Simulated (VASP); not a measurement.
Here is the system:

```xyz
2
Lattice="0.0000 2.9998 2.9998 2.9998 0.0000 2.9998 2.9998 2.9998 0.0000" Properties=species:S:1:pos:R:3 pbc="T T T"
In     0.0000     0.0000     0.0000
P      1.4999     1.4999     1.4999
```

All values below come from PBE GGA, VASP's PBE PAW potentials (set 64) (plane waves; VASP). Numerical set-up: 480 eV cut-off, 7×7×7 Γ-centred mesh, Gaussian smearing of 0.050 eV, potentials In P.

Unless said otherwise, spin-orbit coupling is left out, though it shifts the bands of the heavy elements here.

### Question
Estimate the energy per atom (σ→0), band gap (on the k-mesh) with the smallest direct gap where there is one.

### Answer

| Quantity | Result |
|---|---|
| band gap (on the k-mesh) | 0.38 eV |
| smallest direct gap (on the k-mesh) | 0.38 eV |
| energy per atom (σ→0) | -4.170 eV/atom |

Only differences to runs with the same potentials and settings are physical.

The structure comes from a computed database's InP entry (F-43m); how it stands against other phases isn't given here. It was relaxed first. The start is the result of an earlier pass.
